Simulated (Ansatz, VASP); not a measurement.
# Cross-check of HfGe2N4 (HfGe2N4 monolayer) between VASP and Ansatz, part 2 of 2

Wanted: the spread between two codes on one cell, functional and k mesh. The cell is taken from a series of runs on this material, whose earlier steps may have relaxed, scaled, displaced or heated it; both programs get it as it stands.

VASP 6.6.1 and Ansatz 0.2.0.

So far: Set-up; VASP: single point, PBE with D3(BJ).

## Step 3: Ansatz: single point, PBE with D3(BJ)

Level of this step: Ansatz beside VASP: Kohn-Sham DFT, plane waves, PBE with D3(BJ) (Ansatz).

Ansatz runs on its default PAW (the set named soft_2) files.

The same cell, functional, mesh and smearing now go to Ansatz, which takes its cutoff from its data sets.

input.yaml

```yaml
crystal:
  lattice:
    - [3.1322659603, 0.0, 0.0]
    - [-1.5661329802, 2.712621893, 0.0]
    - [0.0, 0.0, 25.3337575489]
  atoms:
    - { symbol: "N", position: [0.0, 0.0, 0.355257209] }
    - { symbol: Ge, position: [0.3333333333, 0.6666666667, 0.3780853705] }
    - { symbol: "N", position: [0.3333333333, 0.6666666667, 0.4518811044] }
    - { symbol: Hf, position: [0.0, 0.0, 0.5] }
    - { symbol: "N", position: [0.3333333333, 0.6666666667, 0.5481188956] }
    - { symbol: Ge, position: [0.3333333333, 0.6666666667, 0.6219146295] }
    - { symbol: "N", position: [0.0, 0.0, 0.644742791] }
kpoints:
  mp_grid: { grid: [18, 18, 1] }
  band_path:
    path: [[0, 0, 0], [0.5, 0, 0], [0.33333333, 0.33333333, 0], [0, 0, 0]]
    npoints: 16
hamiltonian:
  xc: pbe
  dispersion: d3bj
scf:
  occupations: { method: fermi_dirac, width: 0.02585 }
  convergence: { dr2_threshold: 1.0e-10 }
efield:
  axis: 3
  dipole_correction: true
  ramp_position: 0.97
  ramp_width: 0.06
  amplitude: 0
output:
  dos: { projected: true, e_range: [-6, 5] }
  write_potential: true
  write_density: true
  volumetric_format: npy
  elf: true
```

The run is started by

```
> ansatz run input.yaml --threads 2 --pin off --max-ram 3072MiB --backend cpu --events-out ev --progress --plain --runs-dir out
```

Numbers of over 12 decimals in the logs are rounded to 6 here.

What it wrote:

```text
Engine: ansatz 0.2.0, aarch64-unknown-linux-gnu
Pseudopotentials: kind: paw
Pseudopotential: N, paw, valence charge 5, recommended cutoff 420 eV (normal), N.paw.azcp
Pseudopotential: Ge, paw, valence charge 14, recommended cutoff 420 eV (normal), Ge.paw.azcp
Pseudopotential: Hf, paw, valence charge 26, recommended cutoff 420 eV (normal), Hf.paw.azcp
Functional definition: PBE
  parameter kappa = 0.804
  parameter beta = 0.066725
  exchange = pbe_x(kappa = kappa, mu = beta*pi^2/3)
  correlation = pbe_c(beta = beta)
Crystal: 7 atoms, lattice volume = 215.252 Å³
Basis set: ecut = 420 eV, 4165 PW (Γ)
Bands: 45, of which v1, the nominal top of the filled ones, is band 37 counted from 1 (36 counted from 0)
Symmetry: 6 space group operations
k-points: 37 of 324 (time reversal used)
Non-local potential: N, projectors of the file, l = 0: 2, l = 1: 2, l = 2: 1
Non-local potential: Ge, projectors of the file, l = 0: 2, l = 1: 2, l = 2: 3, l = 3: 1
Non-local potential: Hf, projectors of the file, l = 0: 3, l = 1: 2, l = 2: 2, l = 3: 3
PAW form: soft (Blöchl's): semilocal exchange-correlation on the pseudo side does not see the compensation charge
PAW one-centre angular grid: N, 110 points (default); XC on 64 Gauss nodes
PAW one-centre angular grid: Ge, 590 points (default); XC on 64 Gauss nodes
PAW one-centre angular grid: Hf, 590 points (default); XC on 64 Gauss nodes
Initial density: superposition of atomic densities (neutral atoms: chi_scale 0, normalization atom), corrected by the library's trained network
Initial wavefunctions: pseudopotential atomic-orbital guess
Functional: x = pbe(κ = 0.804, μ = 0.219515), c = pbe(β = 0.066725)
SCF iter   1: F=—  HF=-25851.719588 eV  |F-HF|=—  |Δ(HF+E_count)|=         —  Δρ=4.12e-3  dr2=4.63e-2  ethr=1.77e-3  p=0.000 e·Å  D=1.93e-14 V/Å  ΔV_dip=-0.00 eV  dr2_dipole=1.16e-7  V_vac-E_F(+/−)=5.92/5.92 eV  ⟨swp⟩=8.4  Hψ=7318  notcnv=0  defer=5
efield: sawtooth ramp at fractional position 0.9700 (set: `efield.ramp_position`, or a place that a band, a saddle search or an elastic batch's reference lends), width 0.0600; the density the first Hamiltonian is built on has a dipole p = 0.000 e·Å; the dipole correction subtracts the counter field D = 1.93e-14 V/Å, which shifts the + side's vacuum level by -0.00 eV against the − side's; the planar-averaged density in the ramp window peaks in size at 1.5e-5 e/Å³
preconditioner: auto → Resta (q_TF=auto, 2.284 Å⁻¹)  ε∞=2.2  [insulator: Δε(μ)=1.643 eV  Ē_g=19.478 eV  σ=0.026 eV  W_gap=1.00  n_scr=18 (ndim 8)  ℏωp=21.5 eV  f_vac=0.601  D(μ)=0.00/eV (n_scr^D=0)  ε∞_Penn≈2.2  vacuum switching on, ρ_ref=2.8e-2 e/Å³]
SCF iter   2: F=—  HF=-25851.718076 eV  |F-HF|=—  |Δ(HF+E_count)|=   1.51e-3  Δρ=2.13e-3  dr2=8.59e-3  ethr=6.26e-5  p=-0.000 e·Å  D=-1.04e-4 V/Å  ΔV_dip=0.00 eV  dr2_dipole=4.86e-7  V_vac-E_F(+/−)=5.93/5.93 eV  ⟨swp⟩=3.7  Hψ=3404  notcnv=0  defer=91
SCF iter   3: F=—  HF=-25851.718223 eV  |F-HF|=—  |Δ(HF+E_count)|=   1.47e-4  Δρ=1.03e-3  dr2=2.18e-3  ethr=1.16e-5  p=0.000 e·Å  D=7.83e-5 V/Å  ΔV_dip=-0.00 eV  dr2_dipole=3.90e-7  V_vac-E_F(+/−)=5.94/5.94 eV  ⟨swp⟩=2.0  Hψ=2556  notcnv=0  defer=91
SCF iter   4: F=—  HF=-25851.719272 eV  |F-HF|=—  |Δ(HF+E_count)|=   1.05e-3  Δρ=4.76e-4  dr2=9.15e-4  ethr=2.94e-6  p=-0.000 e·Å  D=-2.61e-4 V/Å  ΔV_dip=0.01 eV  dr2_dipole=4.08e-6  V_vac-E_F(+/−)=5.93/5.93 eV  ⟨swp⟩=2.3  Hψ=2566  notcnv=0  defer=91
SCF iter   5: F=—  HF=-25851.719284 eV  |F-HF|=—  |Δ(HF+E_count)|=   1.15e-5  Δρ=1.40e-4  dr2=3.88e-5  ethr=1.24e-6  p=0.000 e·Å  D=1.18e-4 V/Å  ΔV_dip=-0.00 eV  dr2_dipole=8.52e-7  V_vac-E_F(+/−)=5.94/5.94 eV  ⟨swp⟩=2.0  Hψ=2305  notcnv=0  defer=91
SCF iter   6: F=—  HF=-25851.719292 eV  |F-HF|=—  |Δ(HF+E_count)|=   8.15e-6  Δρ=7.55e-5  dr2=1.78e-5  ethr=5.25e-8  p=-0.000 e·Å  D=-2.11e-4 V/Å  ΔV_dip=0.01 eV  dr2_dipole=2.79e-6  V_vac-E_F(+/−)=5.95/5.94 eV  ⟨swp⟩=2.0  Hψ=2943  notcnv=0  defer=91
SCF iter   7: F=—  HF=-25851.719297 eV  |F-HF|=—  |Δ(HF+E_count)|=   5.32e-6  Δρ=3.37e-5  dr2=7.61e-6  ethr=2.41e-8  p=0.000 e·Å  D=1.75e-4 V/Å  ΔV_dip=-0.00 eV  dr2_dipole=1.87e-6  V_vac-E_F(+/−)=5.94/5.95 eV  ⟨swp⟩=2.0  Hψ=2211  notcnv=0  defer=91
SCF iter   8: F=—  HF=-25851.719295 eV  |F-HF|=—  |Δ(HF+E_count)|=   2.66e-6  Δρ=1.19e-5  dr2=2.55e-7  ethr=1.03e-8  p=-0.000 e·Å  D=-1.01e-5 V/Å  ΔV_dip=0.00 eV  dr2_dipole=6.53e-9  V_vac-E_F(+/−)=5.94/5.94 eV  ⟨swp⟩=2.0  Hψ=2173  notcnv=0  defer=91
SCF iter   9: F=—  HF=-25851.719208 eV  |F-HF|=—  |Δ(HF+E_count)|=   8.67e-5  Δρ=7.80e-6  dr2=1.16e-7  ethr=3.44e-10  p=0.000 e·Å  D=7.97e-6 V/Å  ΔV_dip=-0.00 eV  dr2_dipole=3.71e-9  V_vac-E_F(+/−)=5.94/5.94 eV  ⟨swp⟩=3.1  Hψ=3368  notcnv=0  defer=91
SCF iter  10: F=—  HF=-25851.719208 eV  |F-HF|=—  |Δ(HF+E_count)|=   4.59e-8  Δρ=2.40e-6  dr2=5.42e-9  ethr=1.57e-10  p=-0.000 e·Å  D=-1.25e-7 V/Å  ΔV_dip=0.00 eV  dr2_dipole=4.30e-13  V_vac-E_F(+/−)=5.94/5.94 eV  ⟨swp⟩=2.0  Hψ=2852  notcnv=0  defer=91
SCF iter  11: F=—  HF=-25851.719208 eV  |F-HF|=—  |Δ(HF+E_count)|=   2.98e-9  Δρ=6.69e-7  dr2=6.49e-10  ethr=7.32e-12  p=0.000 e·Å  D=2.42e-7 V/Å  ΔV_dip=-0.00 eV  dr2_dipole=2.30e-12  V_vac-E_F(+/−)=5.94/5.94 eV  ⟨swp⟩=2.4  Hψ=2977  notcnv=0  defer=91
SCF iter  12: F=—  HF=-25851.719208 eV  |F-HF|=—  |Δ(HF+E_count)|=  5.20e-10  Δρ=2.90e-7  dr2=1.47e-10  ethr=1.00e-12  p=-0.000 e·Å  D=-2.97e-7 V/Å  ΔV_dip=0.00 eV  dr2_dipole=3.18e-12  V_vac-E_F(+/−)=5.94/5.94 eV  ⟨swp⟩=2.0  Hψ=2943  notcnv=0  defer=91
SCF iter  13: F=—  HF=-25851.719208 eV  |F-HF|=—  |Δ(HF+E_count)|=  2.18e-10  Δρ=2.61e-7  dr2=2.06e-10  ethr=1.00e-12  p=0.000 e·Å  D=4.58e-7 V/Å  ΔV_dip=-0.00 eV  dr2_dipole=5.11e-12  V_vac-E_F(+/−)=5.94/5.94 eV  ⟨swp⟩=12.5  Hψ=5348  notcnv=0
SCF iter  14: F=-25851.719208 eV  HF=-25851.719208 eV  |F-HF|=5.09e-11  |Δ(HF+E_count)|=  1.09e-10  Δρ=3.82e-8  dr2=5.29e-12  ethr=1.00e-12  p=-0.000 e·Å  D=-9.84e-8 V/Å  ΔV_dip=0.00 eV  dr2_dipole=4.09e-13  V_vac-E_F(+/−)=5.94/5.94 eV  ⟨swp⟩=1.9  Hψ=3897  notcnv=0
SCF 1 converged in 14 iterations: F = -25851.719208 eV  dr2 = 5.29e-12
  greatest PAW one-centre occupation: 0.999 electrons in one spin orbital (limit 2), on the Hf atom at site 3 (counted from 0), in its partial waves of l = 0
NSCF: frozen V_eff on 49 k-points
efield: sawtooth ramp at fractional position 0.9700 (kept from the solve that this one continues, or follows in the run), width 0.0600; the density the first Hamiltonian is built on has a dipole p = -0.000 e·Å; the dipole correction subtracts the counter field D = -9.84e-8 V/Å, which shifts the + side's vacuum level by +0.00 eV against the − side's; the planar-averaged density in the ramp window peaks in size at 7.3e-6 e/Å³
WARN: The output density's exchange-correlation potential varies sharply where the density is thin. Do not read a vacuum level from v_tot or v_xc, or from such a field of the output density. On a cell that repeats whose density bears no net charge and no dipole along the vacuum's axis use v_es (v_loc + v_h of the components); under efield.dipole_correction with no amplitude use v_es + v_field, which holds any externa [...]
SCF converged after 14 iterations
Free energy (F): -25851.719208 eV
Harris-Foulkes:  -25851.719208 eV  (|F-HF|=5.09e-11)
Internal energy: -25851.719208 eV  (E = F + TS)
E sigma→0 (E₀):  -25851.719208 eV
Fermi energy:    1.373536 eV
Dipole field:    D = 0.000001 V/Å  (p = 0.000001 e·Å, saw-weighted, corrected)
Work function:   Φ+ = 5.9441 eV   Φ− = 5.9441 eV
Levels:          The Fermi level and band energies are counted from a zero that moves with the ramp; work functions are not
--- Per-component energies (eV) ---
  E_band       = -1076.676274
  E_kinetic    = 1170.140379
  E_local      = -121658.880118  (includes V_loc(G=0)·N_el)
  E_nonlocal   = -214.242885
  E_hartree    = 59811.029972
  E_xc         = -691.192537
  E_vxc        = -700.897506  (∫ρ·V_xc dr)
  E_paw        = -11485.604251  (= ΣΔE_a)
  E_vpaw       = 705.142791  (= ΣTr[D̂ρ^β])
  E_aug_tail   = 0.000803  (compensation charges beyond the density's cutoff)
  E_efield     = 0.000000  (sawtooth field / dipole correction)
  E_vefield    = 0.000000  (∫n·V_field dr)
  E_ewald      = 47218.549335
  E_disp       = -1.519907  (pairwise vdW)
  E_smearing   = -0.000000  (= −TS)
  E_closure    = -0.000000  (closes the sum)
  Σ components = -25851.719208   (vs F -25851.719208, Δ=0.00e0)
--- Band table (eV; the first three rows and the last of 37) ---
  k-point 0: bands = [... 33 lower, -1.0499, -0.0354, -0.0354, 0.2386, 2.1736, 3.2315, 4.8933, 5.8104, ... 4 higher]
  k-point 1: bands = [... 33 lower, -1.0694, -0.1292, -0.0830, 0.3575, 2.4245, 3.4045, 4.6931, 5.9958, ... 4 higher]
  k-point 2: bands = [... 33 lower, -1.0413, -0.2760, -0.2166, 0.4489, 2.9335, 3.8218, 4.2817, 6.4525, ... 4 higher]
  k-point 36: bands = [... 33 lower, -1.6587, -1.5093, -0.1587, 0.5304, 3.0924, 5.5497, 6.6209, 6.6345, ... 4 higher]
```

In the SCF lines HF is the Harris–Foulkes energy and dr2 the Hartree energy of the density residual, in eV; the loop may stop once dr2 is under the threshold and the program's other checks hold. Hψ counts applications of the Hamiltonian.

## Step 4: Comparison

Known differences besides the potentials themselves: the data sets hold 74 valence electrons in Ansatz (on its default PAW (the set named soft_2) files) and 58 in VASP; the cutoff is 420 eV in Ansatz and 520 eV in VASP. Total energies have different zeros and are not compared.

Both answers:

```csv
quantity,Ansatz,VASP,difference
gap on the k mesh (eV),1.643,1.633,+0.010
```

A gap on the mesh is an upper bound, since the band edges may lie between its points; neither run holds spin-orbit coupling, which can move the band edges of a compound of Hf. With vacuum in the cell, a pressure given here is an average over mostly empty space and none of the material.

## Step 5: What came out

| Quantity | Value |
| --- | --- |
| difference in gap on the k mesh (single point, PBE with D3(BJ)) | 0.010 eV |

In words: The difference in gap on the k mesh is 0.010 eV (single point, PBE with D3(BJ)), within the 0.08 eV picked in this series as the mark of a large difference. The data sets hold unlike numbers of valence electrons (74 in Ansatz and 58 in VASP), so part of the differences comes from the potentials. How closely two codes agree says nothing of how well the functional describes the real material.

[Lines on the potential files, build, host, timing and source positions are cut from VASP's logs without a mark.]

[Logs are printed without paths, hosts, clocks, repeated set-up lines and the standing remarks that a program may print on its own settings, such as how far it seeks lower states.]

[Hosts, paths, dates, database ids (printed as entryN), source tags and the programs' standing remarks are cut or masked in the printed files.]
